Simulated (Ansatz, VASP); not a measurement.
# Cross-check of ZnS (Wurtzite-2H) between VASP and Ansatz, part 2 of 3

Wanted: the spread between two codes on one cell, functional and k mesh. The cell is taken from a series of runs on this material, whose earlier steps may have relaxed, scaled, displaced or heated it; both programs get it as it stands.

VASP 6.6.1 and Ansatz 0.2.0.

So far: The starting structure; VASP: zone-centre phonons, PBE.

### Step 2. VASP: zone-centre phonons, PBE (continued)

Level of this step: PBE; plane waves and PAW (S, Zn) (VASP).

Parts of OUTCAR (step 2):

```text
ion  position               nearest neighbor table
   1  0.333  0.667  0.380-   4 2.37   4 2.37   4 2.37   3 2.38
   2  0.667  0.333  0.880-   3 2.37   3 2.37   3 2.37   4 2.38
   3  0.333  0.667  0.005-   2 2.37   2 2.37   2 2.37   1 2.38
   4  0.667  0.333  0.505-   1 2.37   1 2.37   1 2.37   2 2.38

  LATTYP: Found a hexagonal cell.
 ALAT       =     3.8713444076
 C/A-ratio  =     1.6390569649

 Subroutine GETGRP returns: Found 12 space group operations
 (whereof  6 operations were pure point group operations)

The static configuration has the point symmetry C_3v.
 The point group associated with its full space group is C_6v.

 Found     95 irreducible k-points:

   k-points           NKPTS =     95   k-points in BZ     NKDIM =     95   number of bands    NBANDS=     24

   dimension x,y,z NGX =    28 NGY =   28 NGZ =   48
   dimension x,y,z NGXF=    56 NGYF=   56 NGZF=   96

   ENCUT  =  500.0 eV  36.75 Ry    6.06 a.u.   7.06  7.06 11.57*2*pi/ulx,y,z

   NELECT =      36.0000    total number of electrons

 k-points in reciprocal lattice and weights: Automatic mesh
   0.00000000  0.00000000  0.00000000       0.001
   0.08333333  0.00000000  0.00000000       0.005
   0.16666667  0.00000000  0.00000000       0.005
   0.25000000  0.00000000  0.00000000       0.005
   0.33333333  0.00000000  0.00000000       0.005
   0.41666667  0.00000000  0.00000000       0.005
   0.50000000  0.00000000  0.00000000       0.003
   0.08333333  0.08333333  0.00000000       0.005
   0.16666667  0.08333333  0.00000000       0.010
[...]
-1.935672204  3.352682604  0.000000000     0.000000000  0.298268616  0.000000000
     0.000000000  0.000000000  6.345354015     0.000000000  0.000000000  0.157595620

 POSITION                                       TOTAL-FORCE (eV/Angst)
 -----------------------------------------------------------------------------------
     -0.00000      2.23512      2.41028         0.000000     -0.000000      0.000332
      1.93567      1.11756      5.58296        -0.000000      0.000000      0.000332
     -0.00000      2.23512      0.03268         0.000000     -0.000000     -0.000332
      1.93567      1.11756      3.20536        -0.000000      0.000000     -0.000332
 -----------------------------------------------------------------------------------
    total drift:                               -0.000000     -0.000001      0.000300

 MACROSCOPIC STATIC DIELECTRIC TENSOR (including local field effects in DFT)
 ------------------------------------------------------
           5.826228     0.000000     0.000000
           0.000000     5.826228     0.000000
           0.000000     0.000000     5.931707
 ------------------------------------------------------

 PIEZOELECTRIC TENSOR (including local field effects)  for field in x, y, z        (C/m^2)
          XX          YY          ZZ          XY          YZ          ZX
  --------------------------------------------------------------------------------
  x    -0.00000     0.00000     0.00000     0.00000     0.00000     0.38126
  y     0.00000     0.00000     0.00000     0.00000     0.38126     0.00000
  z     0.36944     0.36944    -0.76702     0.00000     0.00000     0.00000

 BORN EFFECTIVE CHARGES (including local field effects) (in |e|, cummulative output)
 ---------------------------------------------------------------------------------
 ion    1
    1    -2.00525     0.00000     0.00000
    2    -0.00000    -2.00525     0.00000
    3     0.00000     0.00000    -2.10647
 ion    2
    1    -2.00525     0.00000     0.00000
    2    -0.00000    -2.00525     0.00000
    3     0.00000     0.00000    -2.10647
 ion    3
    1     2.00525     0.00000     0.00000
    2     0.00000     2.00525     0.00000
    3     0.00000     0.00000     2.10647
 ion    4
    1     2.00525     0.00000     0.00000
    2     0.00000     2.00525     0.00000
    3     0.00000     0.00000     2.10647

 Eigenvectors and eigenvalues of the dynamical matrix
 ----------------------------------------------------

   1 f  =    9.393046 THz    59.018246 2PiTHz  313.318273 cm-1    38.846497 meV
             X         Y         Z           dx          dy          dz
     -0.000000  2.235122  2.410283     0.000000    0.000000    0.699775
      1.935672  1.117561  5.582960     0.000000    0.000000   -0.699775
     -0.000000  2.235122  0.032679    -0.000000   -0.000000   -0.101561
      1.935672  1.117561  3.205356    -0.000000   -0.000000    0.101561

   2 f  =    7.772347 THz    48.835099 2PiTHz  259.257603 cm-1    32.143832 meV
             X         Y         Z           dx          dy          dz
     -0.000000  2.235122  2.410283     0.000014    0.618375    0.000000
      1.935672  1.117561  5.582960    -0.000014   -0.618375    0.000000
     -0.000000  2.235122  0.032679     0.000008    0.342946   -0.000000
      1.935672  1.117561  3.205356    -0.000008   -0.342946   -0.000000

   3 f  =    7.772347 THz    48.835099 2PiTHz  259.257603 cm-1    32.143832 meV
             X         Y         Z           dx          dy          dz
     -0.000000  2.235122  2.410283     0.618375   -0.000014    0.000000
      1.935672  1.117561  5.582960    -0.618375    0.000014    0.000000
     -0.000000  2.235122  0.032679     0.342946   -0.000008   -0.000000
      1.935672  1.117561  3.205356    -0.342946    0.000008   -0.000000

   4 f  =    7.637307 THz    47.986612 2PiTHz  254.753125 cm-1    31.585348 meV
             X         Y         Z           dx          dy          dz
     -0.000000  2.235122  2.410283    -0.000016   -0.579217   -0.000000
      1.935672  1.117561  5.582960    -0.000016   -0.579217   -0.000000
     -0.000000  2.235122  0.032679     0.000011    0.405595    0.000000
      1.935672  1.117561  3.205356     0.000011    0.405595    0.000000

   5 f  =    7.637307 THz    47.986612 2PiTHz  254.753125 cm-1    31.585348 meV
             X         Y         Z           dx          dy          dz
     -0.000000  2.235122  2.410283     0.579217   -0.000016    0.000000
      1.935672  1.117561  5.582960     0.579217   -0.000016    0.000000
     -0.000000  2.235122  0.032679    -0.405595    0.000011   -0.000000
      1.935672  1.117561  3.205356    -0.405595    0.000011   -0.000000

   6 f  =    7.432283 THz    46.698414 2PiTHz  247.914288 cm-1    30.737440 meV
             X         Y         Z           dx          dy          dz
     -0.000000  2.235122  2.410283    -0.000000   -0.000000    0.580316
      1.935672  1.117561  5.582960    -0.000000   -0.000000    0.580316
     -0.000000  2.235122  0.032679     0.000000    0.000000   -0.404022
      1.935672  1.117561  3.205356     0.000000    0.000000   -0.404022

   7 f  =    5.488839 THz    34.487391 2PiTHz  183.087951 cm-1    22.700003 meV
             X         Y         Z           dx          dy          dz
     -0.000000  2.235122  2.410283     0.000000    0.000000    0.101561
      1.935672  1.117561  5.582960     0.000000    0.000000   -0.101561
     -0.000000  2.235122  0.032679    -0.000000   -0.000000    0.699775
      1.935672  1.117561  3.205356     0.000000   -0.000000   -0.699775

   8 f  =    2.135486 THz    13.417657 2PiTHz   71.232160 cm-1     8.831658 meV
             X         Y         Z           dx          dy          dz
     -0.000000  2.235122  2.410283    -0.000005    0.342946   -0.000000
      1.935672  1.117561  5.582960     0.000005   -0.342946   -0.000000
     -0.000000  2.235122  0.032679     0.000010   -0.618375   -0.000000
      1.935672  1.117561  3.205356    -0.000010    0.618375   -0.000000

   9 f  =    2.135486 THz    13.417657 2PiTHz   71.232160 cm-1     8.831658 meV
             X         Y         Z           dx          dy          dz
     -0.000000  2.235122  2.410283     0.342946    0.000005   -0.000000
      1.935672  1.117561  5.582960    -0.342946   -0.000005    0.000000
     -0.000000  2.235122  0.032679    -0.618375   -0.000010   -0.000000
      1.935672  1.117561  3.205356     0.618375    0.000010   -0.000000

  10 f/i=    0.000123 THz     0.000775 2PiTHz    0.004116 cm-1     0.000510 meV
             X         Y         Z           dx          dy          dz
     -0.000000  2.235122  2.410283    -0.366732    0.173249   -0.000000
      1.935672  1.117561  5.582960    -0.366732    0.173249   -0.000000
     -0.000000  2.235122  0.032679    -0.523718    0.247411   -0.000000
      1.935672  1.117561  3.205356    -0.523718    0.247411   -0.000000

  11 f/i=    0.000123 THz     0.000775 2PiTHz    0.004116 cm-1     0.000510 meV
             X         Y         Z           dx          dy          dz
     -0.000000  2.235122  2.410283    -0.173249   -0.366732    0.000000
      1.935672  1.117561  5.582960    -0.173249   -0.366732    0.000000
     -0.000000  2.235122  0.032679    -0.247411   -0.523718    0.000000
      1.935672  1.117561  3.205356    -0.247411   -0.523718    0.000000

  12 f/i=    0.020294 THz     0.127510 2PiTHz    0.676932 cm-1     0.083929 meV
             X         Y         Z           dx          dy          dz
     -0.000000  2.235122  2.410283     0.000000    0.000000    0.404022
      1.935672  1.117561  5.582960     0.000000    0.000000    0.404022
     -0.000000  2.235122  0.032679     0.000000    0.000000    0.580316
      1.935672  1.117561  3.205356     0.000000    0.000000    0.580316

 MACROSCOPIC STATIC DIELECTRIC TENSOR IONIC CONTRIBUTION
 ------------------------------------------------------
           3.441126    -0.000000     0.000000
          -0.000000     3.441126    -0.000000
           0.000000    -0.000000     4.017593
 ------------------------------------------------------

 ELASTIC MODULI CONTR FROM IONIC RELAXATION (kBar)
 Direction    XX          YY          ZZ          XY          YZ          ZX
 --------------------------------------------------------------------------------
 XX        -205.4692     97.1096     96.4118     -0.0000     -0.0000      0.0000
 YY          97.1096   -205.4692     96.4118      0.0000     -0.0000     -0.0000
 ZZ          96.4118     96.4118   -171.5626     -0.0000     -0.0000      0.0000
 XY          -0.0000      0.0000     -0.0000   -151.2894      0.0000     -0.0000
 YZ          -0.0000      0.0000     -0.0000      0.0000    -46.5265      0.0000
 ZX           0.0000     -0.0000      0.0000     -0.0000      0.0000    -58.2580
 --------------------------------------------------------------------------------

 PIEZOELECTRIC TENSOR IONIC CONTR  for field in x, y, z        (C/m^2)
          XX          YY          ZZ          XY          YZ          ZX
  --------------------------------------------------------------------------------
  x     0.00000    -0.00000     0.00000    -0.00000     0.00000    -0.42131
  y     0.00000     0.00000    -0.00000     0.00000    -0.37651     0.00000
  z    -0.43901    -0.43901     0.78121     0.00000     0.00000    -0.00000
```

The gap is read on the k-mesh alone, so it is an upper bound where the band edges lie off the mesh. The dielectric response converges more slowly with the mesh than energies do, so tensor and charges may still move on a finer one.

[end of part 2 of 3]

[Lines on the potential files, build, host, timing and source positions are cut from VASP's logs without a mark.]

[Logs are printed without paths, hosts, clocks, repeated set-up lines and the standing remarks that a program may print on its own settings, such as how far it seeks lower states.]

[Hosts, paths, dates, database ids (printed as entryN), source tags and the programs' standing remarks are cut or masked in the printed files.]
